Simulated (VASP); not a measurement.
Given:

```
CELL_PARAMETERS angstrom
      1.75634    -3.04208     0.00000
      1.75634     3.04208     0.00000
      0.00000     0.00000     5.41362
ATOMIC_POSITIONS crystal
  Tm 0.33333 0.66667 0.25000
  Tm 0.66667 0.33333 0.75000
```

Calculation: PBE GGA with D3 dispersion (zero damping), VASP's PBE PAW potentials (set 64) (plane waves; VASP). Settings: 520 eV cut-off, 13×13×8 Γ-centred mesh, tetrahedra with Blöchl corrections, potentials Tm_3.

The 4f electrons are frozen in the core of the lanthanide potential, so 4f levels, which can set the real gap, and their magnetism are missing.

Question: Predict the energy per atom (σ→0), band gap (on the k-mesh) with the smallest direct gap where there is one.

Answer: 
```json
{
 "band gap (on the k-mesh)": "none (metal, semimetal or under 0.01 eV)",
 "energy per atom (σ→0)": "-4.785 eV/atom"
}
```

Only differences to runs with the same potentials and settings are physical.

The compound is Tm in the hcp structure. It was relaxed first.
